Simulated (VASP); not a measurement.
Input:

```
CELL_PARAMETERS angstrom
      0.00000     2.16307     2.16307
      2.16307     0.00000     2.16307
      2.16307     2.16307     0.00000
ATOMIC_POSITIONS crystal
  Ti 0.00000 0.00000 0.00000
  N  0.50000 0.50000 0.50000
```

Method: vdW-DF2, VASP's PBE PAW potentials (set 64) (plane waves; VASP). Numerical set-up: 520 eV cut-off, Gaussian smearing of 0.050 eV, potentials Ti_sv N.

Problem. Give the energies of bands 6 to 11 at the high-symmetry points, in eV from the Fermi level.

Solution. 
```csv
band,Γ,X,U,L,W
6,-1.96,-5.43,-5.37,-7.44,-5.07
7,-1.96,-3.06,-5.31,-5.10,-5.07
8,-1.96,-3.06,-4.19,-5.10,-5.00
9,-0.57,-2.63,-0.40,1.40,0.79
10,-0.57,1.43,1.65,1.40,0.79
11,-0.57,2.00,1.96,2.02,2.00
```

It has no gap at this level: it comes out as a metal or semimetal.

The compound is TiN in the rock salt structure. It was relaxed first, which changed the volume by +6 %. The electron count is odd and the run is not spin-polarised, which forces a metal.
